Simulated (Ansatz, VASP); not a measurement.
# SbMo in VASP and in Ansatz

INCAR

```
ALGO     = Normal         # electronic algorithm
EDIFF    = 1E-7           # SCF threshold, eV
ENCUT    = 520            # plane-wave cutoff, eV
GGA      = PE             # functional
ISIF     = 2              # what is computed and relaxed
ISMEAR   = -1             # smearing method
LASPH    = T              # aspherical terms in the spheres
LCHARG   = T              # write CHGCAR
LELF     = T              # ELF
LREAL    = F              # projectors in reciprocal space
LVHAR    = T            
LWAVE    = F              # write WAVECAR
NBANDS   = 16             # bands
NELM     = 80             # most SCF steps
PREC     = Accurate       # precision mode
SIGMA    = 0.03           # smearing width, eV
```

File KPOINTS:

```
k-points
0
Gamma
  10 10 10
```

File POSCAR:

```
SbMo
1.0
    0.0000000000      2.7602407532      2.7602407532
    2.7602407532      0.0000000000      2.7602407532
    2.7602407532      2.7602407532      0.0000000000
Mo Sb
1 1
Direct
    0.0000000000      0.0000000000      0.0000000000
    0.5000000000      0.5000000000      0.5000000000
```

Input for Ansatz:

```yaml
crystal:
  lattice:
    - [0.0, 2.7602407532, 2.7602407532]
    - [2.7602407532, 0.0, 2.7602407532]
    - [2.7602407532, 2.7602407532, 0.0]
  atoms:
    - { symbol: Mo, position: [0.0, 0.0, 0.0] }
    - { symbol: Sb, position: [0.5, 0.5, 0.5] }
kpoints:
  mp_grid: { grid: [10, 10, 10] }
  band_path:
    path:
      - [0.0, 0.0, 0.0]
      - [0.5, 0.0, 0.5]
      - [0.625, 0.25, 0.625]
      - [0.375, 0.375, 0.75]
      - [0.0, 0.0, 0.0]
      - [0.5, 0.5, 0.5]
      - [0.5, 0.25, 0.75]
      - [0.5, 0.0, 0.5]
    npoints: 5
scf:
  occupations: { method: fermi_dirac, width: 0.03 }
hamiltonian:
  xc: pbe
  pseudopotentials:
    kind: all_electron
    lapw: { basis_error: 0.001 }
    relativity: none
output:
  forces: true
  stress: true
  eigenvalues: true
```

Alike in both runs: task single point; functional PBE; k mesh 10 × 10 × 10; occupations fermi-dirac, width 0.03 eV; no spin polarisation.

|  | VASP | Ansatz |
| --- | --- | --- |
| version | VASP 6.6.1 | Ansatz 0.2.0 |
| potentials or method | VASP PAW PBE potentials, release 64 (Mo_sv, Sb) | all-electron LAPW, non-relativistic |
| plane-wave cutoff (eV) | 520 | see its input |

Ansatz gave:

| Property | Result |
| --- | --- |
| pressure (GPa) | 1.5 |

**Question.** Estimate VASP's values.

**Answer.** Pressure (GPa): -0.1.

Ansatz ran all-electron here, so the differences hold the error of VASP's frozen core and of both bases.

The runs have no spin-orbit coupling, so splittings on Sb are missing.
